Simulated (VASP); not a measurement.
OSZICAR of a VASP run on Ni3Fe (L1_2):

**OSZICAR**
```
       N       E                     dE             d eps       ncg     rms          rms(c)
DAV:   1     0.241420595425E+03    0.24142E+03   -0.17499E+04  5832   0.214E+03
DAV:   2    -0.150336804500E+02   -0.25645E+03   -0.24797E+03  5672   0.373E+02
DAV:   3    -0.289159389465E+02   -0.13882E+02   -0.13209E+02  5755   0.119E+02
DAV:   4    -0.291341905287E+02   -0.21825E+00   -0.21676E+00  5998   0.155E+01
DAV:   5    -0.291401416214E+02   -0.59511E-02   -0.59453E-02  7901   0.211E+00    0.212E+01
DAV:   6    -0.263776300591E+02    0.27625E+01   -0.40835E+01  5820   0.100E+02    0.205E+01
DAV:   7    -0.295695362866E+02   -0.31919E+01   -0.25097E+01  6772   0.126E+02    0.269E+01
DAV:   8    -0.248404986215E+02    0.47290E+01   -0.17579E+01  6929   0.582E+01    0.608E+00
DAV:   9    -0.250003059799E+02   -0.15981E+00   -0.70569E-01  6332   0.108E+01    0.338E+00
DAV:  10    -0.249723803566E+02    0.27926E-01   -0.13603E-01  7799   0.865E+00    0.161E+00
DAV:  11    -0.249692838296E+02    0.30965E-02   -0.37828E-02  8350   0.275E+00    0.109E+00
DAV:  12    -0.249716283825E+02   -0.23446E-02   -0.65993E-03  6951   0.201E+00    0.319E-01
DAV:  13    -0.249714971226E+02    0.13126E-03   -0.21377E-03  7901   0.740E-01    0.844E-02
DAV:  14    -0.249714410183E+02    0.56104E-04   -0.25403E-04  6847   0.172E-01    0.123E-01
DAV:  15    -0.249714821093E+02   -0.41091E-04   -0.10808E-04  6744   0.309E-01    0.223E-02
DAV:  16    -0.249714847154E+02   -0.26061E-05   -0.18816E-05  6902   0.481E-02    0.224E-02
DAV:  17    -0.249714965186E+02   -0.11803E-04   -0.33463E-06  7175   0.478E-02    0.305E-03
DAV:  18    -0.249714954651E+02    0.10535E-05   -0.75492E-07  5304   0.967E-03    0.244E-03
DAV:  19    -0.249714966585E+02   -0.11934E-05   -0.54882E-08  3015   0.557E-03    0.513E-04
DAV:  20    -0.249714968422E+02   -0.18367E-06   -0.27076E-08  3021   0.179E-03    0.236E-04
DAV:  21    -0.249714969573E+02   -0.11516E-06   -0.57159E-09  3013   0.100E-03    0.323E-04
DAV:  22    -0.249714968696E+02    0.87688E-07   -0.19694E-09  2985   0.936E-04
   1 F= -.26745423E+02 E0= -.26745423E+02  d E =0.000000E+00  mag=     4.6565
```

Task: Which electronic solver shows in the log?

Result: It is blocked Davidson (ALGO = Normal, or the opening steps of other solvers). The INCAR had ALGO = Normal.

Task: How was spin treated?

Result: Collinear spin (ISPIN = 2): the summary line carries one mag value, 4.66 μB in the cell.

Task: Can the final energy be trusted as converged?

Result: The calculation finished and met its thresholds. It stopped with EDIFF = 1E-7, NELM = 100 (PBE GGA with D3 dispersion (Becke-Johnson damping), plane waves, VASP's PBE PAW potentials (set 64)).

The compound is Ni3Fe in the L1_2 structure. It was relaxed first.
